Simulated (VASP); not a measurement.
# GaGe (F-43m) in VASP: notebook

Runs on GaGe. Level: r2SCAN. Tasks: single point.

All numbers are computed with VASP 6.6.1; they aren't measurements. Logs are shortened: lines on timing, memory, paths and dates and some standing lists are left out, and cuts for length are marked.

### Step 1. Starting point

It takes space group F-43m (No. 216, cubic). Conventional cell: a = 5.796 Å, b = 5.796 Å, c = 5.796 Å, α = 90.00°, β = 90.00°, γ = 90.00°. Ge (site symmetry -43m) has 4 Ga at 2.51 Å as nearest neighbours. Around Ga (site symmetry -43m) lie 4 Ge at 2.51 Å.

The cell comes from a database or a generator and needn't be the stable form of this composition.

### Step 2. Single point, r2SCAN

Input file INCAR:

```
SYSTEM = GaGe
PREC = Normal ; ENCUT = 450
EDIFF = 1E-6 ; ISMEAR = -1
SIGMA = 0.1 ; LREAL = .False.
LASPH = .True. ; NELM = 100
ALGO = Normal ; ISIF = 2
LWAVE = .False. ; LCHARG = .False.
METAGGA = R2SCAN ; LMIXTAU = .True.
NBANDS = 10 ; ADDGRID = .False.
```

Input file KPOINTS:

```
regular mesh
0
Gamma
  5 5 5
  0 0 0
```

Input file POSCAR:

```
GaGe
1.0
    0.0000000000      2.8978440000      2.8978440000
    2.8978440000      0.0000000000      2.8978440000
    2.8978440000      2.8978440000      0.0000000000
Ge Ga
1 1
Direct
    0.0000000000      0.0000000000      0.0000000000
    0.2500000000      0.2500000000      0.2500000000
```

Potentials or basis: VASP PAW PBE potentials, release 64 (Ge, Ga).

Launch:

```console
> cat potpaw_PBE.64/Ge/POTCAR potpaw_PBE.64/Ga/POTCAR > POTCAR
> mpirun -np 1 vasp_std > vasp.out
```

OUTCAR:

```text
SYSTEM = GaGe
   PREC = Normal
   ENCUT = 450
   EDIFF = 1E-6
   ISMEAR = -1
   LREAL = .False.
   LASPH = .True.
   NELM = 100
   ISIF = 2
   METAGGA = R2SCAN

 Found     10 irreducible k-points:

 Following reciprocal coordinates:
            Coordinates               Weight
  0.000000  0.000000  0.000000      1.000000
  0.200000  0.000000  0.000000      8.000000
  0.400000  0.000000  0.000000      8.000000
  0.200000  0.200000  0.000000      6.000000
  0.400000  0.200000  0.000000     24.000000
 -0.400000  0.200000  0.000000     24.000000
   k-points           NKPTS =     10   k-points in BZ     NKDIM =     10   number of bands    NBANDS=     10
   number of dos      NEDOS =    301   number of ions     NIONS =      2
   total plane-waves  NPLWV =  13824
   dimension x,y,z NGX =    24 NGY =   24 NGZ =   24
   dimension x,y,z NGXF=    48 NGYF=   48 NGZF=   48
   ions per type =               1   1
   NGX,Y,Z   is equivalent  to a cutoff of   9.74,  9.74,  9.74 a.u.
   NGXF,Y,Z  is equivalent  to a cutoff of  19.47, 19.47, 19.47 a.u.
 SYSTEM =  GaGe
   PREC   = normal    normal or accurate (medium, high low for compatibility)
   ISTART =      0    job   : 0-new  1-cont  2-samecut
   ICHARG =      2    charge: 1-file 2-atom 10-const
   ISPIN  =      1    spin polarized calculation?
   LNONCOLLINEAR =      F non collinear calculations
   LSORBIT =      F    spin-orbit coupling
   LASPH  =      T    aspherical Exc in radial PAW
   ENCUT  =  450.0 eV  33.07 Ry    5.75 a.u.   7.09  7.09  7.09*2*pi/ulx,y,z
   NELM   =    100;   NELMIN=  2; NELMDL= -5     # of ELM steps
   EDIFF  = 0.1E-05   stopping-criterion for ELM
   LREAL  =      F    real-space projection
   EDIFFG = 0.1E-04   stopping-criterion for IOM
   NSW    =      0    number of steps for IOM
   IBRION =     -1    ionic relax: 0-MD 1-quasi-New 2-CG
   NFREE  =      0    steps in history (QN), initial steepest desc. (CG)
   ISIF   =      2    stress and relaxation
   ISYM   =      2    0-nonsym 1-usesym 2-fastsym
   POTIM  = 0.5000    time-step for ionic-motion
   TEBEG  =    0.0;   TEEND  =   0.0 temperature during run
   PSTRESS=    0.0 pullay stress
   NELECT =       7.0000    total number of electrons
   NUPDOWN=      -1.0000    fix difference up-down
   EMIN   =  10.00;   EMAX   =-10.00  energy-range for DOS
   EFERMI =   0.00;   METHOD = LEGACY
   ISMEAR =    -1;   SIGMA  =   0.10  broadening in eV -4-tet -1-fermi 0-gaus
   EFERMI_NEDOS =   21; number of points for ismear=-14 and -15
   IALGO  =     38    algorithm
   IMIX   =      4    mixing-type and parameters
     AMIX     =   0.40;   BMIX     =  1.00
     AMIX_MAG =   1.60;   BMIX_MAG =  1.00
  volume/ion in A,a.u.               =      24.33       164.22
  Fermi-wavevector in a.u.,A,eV,Ry     =   0.857740  1.620894 10.010058  0.735719
  Thomas-Fermi vector in A             =   1.974840
   LORBIT       =      0    0 simple, 1 ext, 2 COOP (PROOUT), +10 PAW based schemes
   METAGGA = R2SCAN    functional components
   LHFCALC =     F    Hartree Fock is set to
   AEXX    =    0.0000 exact exchange contribution
   IVDW    =     0    specifies the selected vdW correction
   LEPSILON=     F    determine dielectric tensor
   LRPA    =     F    only Hartree local field effects (RPA)
 non-spin polarized calculation
  energy-cutoff  :      450.00
  volume of cell :       48.67
 maximum number of plane-waves:      1073
   NGX = 15   NGY = 15   NGZ = 15

 number of electron       7.0000000 magnetization

 Free energy of the ion-electron system (eV)
  ---------------------------------------------------
  ext. energy  EPLUGINS =         0.00000000
  ---------------------------------------------------
  free energy    TOTEN  =       -25.00012877 eV

  energy without entropy =      -24.96722894  energy(sigma->0) =      -24.98367885

 E-fermi :   1.1673     XC(G=0):  -9.1484

 val. band max:        1.0360441669   @ k =  -0.4000   0.2000   0.0000
 cond. band min:       1.3376139274   @ k =   0.2000   0.2000   0.0000
 fundamental gap:      0.3015697605
 Fermi energy:         1.1673180575

 k-point     1 :       0.0000    0.0000    0.0000
  band No.  band energies     occupation
      1      -9.8021      2.00000
      2       2.9168      0.00000
      3       2.9168      0.00000
      4       2.9168      0.00000
      5       3.7707      0.00000
      6       5.8005      0.00000
      7       5.8005      0.00000
      8       5.8005      0.00000
      9       9.6066      0.00000
     10      12.2582      0.00000

 k-point     2 :       0.2000    0.0000    0.0000
  band No.  band energies     occupation
      1      -9.3292      2.00000
      2      -0.6055      2.00000
      3       2.2749      0.00003
      4       2.2749      0.00003
      5       4.2724      0.00000
      6       6.6302      0.00000
      7       6.6302      0.00000
      8       7.9700      0.00000
      9      11.0997      0.00000
     10      11.1164      0.00000

 k-point     3 :       0.4000    0.0000    0.0000
  band No.  band energies     occupation
      1      -8.1437      2.00000
      2      -3.7699      2.00000
      3       1.6326      0.01888
      4       1.6326      0.01888
      5       3.6964      0.00000
      6       6.8857      0.00000
      7       6.8857      0.00000
      8      10.0943      0.00000
      9      11.9421      0.00000
     10      12.7867      0.00000

 k-point     4 :       0.2000    0.2000    0.0000
  band No.  band energies     occupation
      1      -9.1653      2.00000
      2      -0.4821      2.00000
      3       1.3376      0.30816
      4       1.3376      0.30816
      5       4.5044      0.00000
      6       6.1915      0.00000
      7       8.1885      0.00000
      8       8.1885      0.00000
      9       9.7052      0.00000
     10      12.3107      0.00000

 k-point     5 :       0.4000    0.2000    0.0000
  band No.  band energies     occupation
      1      -8.1538      2.00000
      2      -3.0108      2.00000
      3       0.0933      1.99996
      4       0.7633      1.96541
      5       4.7739      0.00000
      6       6.7472      0.00000
      7       8.0856      0.00000
      8       8.8620      0.00000
      9      12.7215      0.00000
     10      13.4078      0.00000

 k-point     6 :      -0.4000    0.2000    0.0000
  band No.  band energies     occupation
      1      -7.4628      2.00000
      2      -4.1950      2.00000
      3      -0.7198      2.00000
      4       1.0360      1.57594
      5       4.9065      0.00000
      6       7.3967      0.00000
      7       8.2062      0.00000
      8      10.4135      0.00000
      9      11.3950      0.00000
     10      12.2887      0.00000

 [... further k-points ...]

------------------------ aborting loop because EDIFF is reached ----------------------------------------

  FORCE on cell =-STRESS in cart. coord.  units (eV):
  Direction    XX          YY          ZZ          XY          YZ          ZX
  --------------------------------------------------------------------------------------
  -------------------------------------------------------------------------------------
  Total       -0.7165758     -0.7165758     -0.7165758      0.0000000      0.0000000     -0.0000000
  in kB      -23.5894451    -23.5894451    -23.5894451      0.0000000      0.0000000     -0.0000000
  external PRESSURE =     -23.5894451 kB  Pullay stress =       0.0000000 kB

 VOLUME and BASIS-vectors are now :
 -----------------------------------------------------------------------------
  energy-cutoff  :      450.00
  volume of cell :       48.67
      direct lattice vectors                 reciprocal lattice vectors
     0.000000000  2.897844000  2.897844000    -0.172542069  0.172542069  0.172542069
     2.897844000  0.000000000  2.897844000     0.172542069 -0.172542069  0.172542069
     2.897844000  2.897844000  0.000000000     0.172542069  0.172542069 -0.172542069

 POSITION                                       TOTAL-FORCE (eV/Angst)
 -----------------------------------------------------------------------------------
      0.00000      0.00000      0.00000        -0.000000      0.000000     -0.000000
      1.44892      1.44892      1.44892         0.000000     -0.000000      0.000000
 -----------------------------------------------------------------------------------
    total drift:                               -0.000000     -0.000000     -0.000000

  FREE ENERGIE OF THE ION-ELECTRON SYSTEM (eV)
  ---------------------------------------------------
  free  energy   TOTEN  =       -25.0001287660 eV

  energy  without entropy=      -24.9672289354  energy(sigma->0) =      -24.98367885
```

Wall time 14 s (1 thread of Intel Xeon Platinum 8488C (Sapphire Rapids), shared host); peak memory 0.13 GiB.

The run converged, but some of its settings lie outside the range that counts as converged, so its numbers aren't taken as properties of the crystal.

What came out:

| Item | Value |
| --- | --- |
| Free energy | -25.0001 eV |
| Pressure | -2.4 GPa |
| Band gap on the k mesh | none (metal or under the smearing width) |

Caveat: the k mesh is coarse (spacing up to 0.38 Å⁻¹), so the values aren't converged; the PAW data sets were made with another functional, which shifts forces and pressure a little.

### Step 3. Single point, r2SCAN

Input file INCAR:

```
SYSTEM = GaGe
PREC = Accurate ; ENCUT = 450
EDIFF = 1E-6 ; ISMEAR = -1
SIGMA = 0.1 ; LREAL = Auto
LASPH = .True. ; NELM = 100
ALGO = Normal ; ISIF = 2
LWAVE = .False. ; LCHARG = .False.
METAGGA = R2SCAN ; LMIXTAU = .True.
NBANDS = 10 ; ADDGRID = .False.
```

KPOINTS is that of step 2.

POSCAR is that of step 2.

Potentials or basis: VASP PAW PBE potentials, release 64 (Ge, Ga).

Launch:

```console
> cat potpaw_PBE.64/Ge/POTCAR potpaw_PBE.64/Ga/POTCAR > POTCAR
> mpirun -np 1 vasp_std > vasp.out
```

Run time: 23 s. Hardware: 1 thread of Intel Xeon Platinum 8488C (Sapphire Rapids), shared host; peak memory 0.16 GiB.

The run converged, but some of its settings lie outside the range that counts as converged, so its numbers aren't taken as properties of the crystal.

What came out:

```
Free energy            : -25.0001 eV
Pressure               : -2.4 GPa
Band gap on the k mesh : none (metal or under the smearing width)
```

Caveat: the k mesh is coarse (spacing up to 0.38 Å⁻¹), so the values aren't converged; the PAW data sets were made with another functional, which shifts forces and pressure a little.

### Step 4. The reference run

An earlier run on the cell as given: functional PBE; potentials or basis VASP PAW PBE potentials, release 64 (Ge_d, Ga_d); cutoff 520 eV; k mesh 8 × 8 × 8; occupations fermi-dirac, width 0.05 eV; no spin polarisation.

- Pressure: 0.3 GPa
- Band gap on the k mesh: none (metal or under the smearing width)
